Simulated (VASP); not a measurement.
OSZICAR of a VASP run on InAs (zinc blende):

### OSZICAR
```
       N       E                     dE             d eps       ncg     rms          rms(c)
DAV:   1     0.115861249722E+03    0.11586E+03   -0.86603E+03  1222   0.152E+03
DAV:   2     0.208635898729E+00   -0.11565E+03   -0.11254E+03  1287   0.325E+02
DAV:   3    -0.771069254452E+01   -0.79193E+01   -0.78674E+01  1557   0.897E+01
DAV:   4    -0.791921497558E+01   -0.20852E+00   -0.20843E+00  1478   0.167E+01
DAV:   5    -0.792811667823E+01   -0.89017E-02   -0.89013E-02  1712   0.293E+00    0.469E+00
DAV:   6    -0.767065284814E+01    0.25746E+00   -0.45086E-01  1801   0.129E+01    0.263E+00
DAV:   7    -0.764482677224E+01    0.25826E-01   -0.15145E-01  1726   0.390E+00    0.726E-01
DAV:   8    -0.764561694300E+01   -0.79017E-03   -0.14732E-02  1510   0.180E+00    0.229E-01
DAV:   9    -0.764623372946E+01   -0.61679E-03   -0.12709E-03  1463   0.440E-01    0.130E-01
DAV:  10    -0.764636941493E+01   -0.13569E-03   -0.21123E-04  1730   0.220E-01    0.846E-02
DAV:  11    -0.764640929979E+01   -0.39885E-04   -0.17265E-04  1287   0.171E-01    0.822E-02
DAV:  12    -0.764641225786E+01   -0.29581E-05   -0.18456E-05  1280   0.440E-02    0.149E-02
DAV:  13    -0.764641251671E+01   -0.25885E-06   -0.30075E-06  1522   0.127E-02    0.752E-03
DAV:  14    -0.764641257690E+01   -0.60184E-07   -0.21084E-07  1293   0.398E-03
   1 F= -.81011498E+01 E0= -.81012407E+01  d E =0.272731E-03
```

Problem. Which electronic solver shows in the log?

Solution. It is blocked Davidson (ALGO = Normal, or the opening steps of other solvers). The INCAR had ALGO = Normal.

Problem. Can the final energy be trusted as converged?

Solution. The calculation finished and met its thresholds. It stopped with EDIFF = 1E-7, NELM = 100 (PBE GGA with D3 dispersion (zero damping), plane waves, VASP's PBE PAW potentials (set 64)).

The compound is InAs in the zinc blende structure. This cell is one point of a volume scan, at 0.94 of the reference volume.
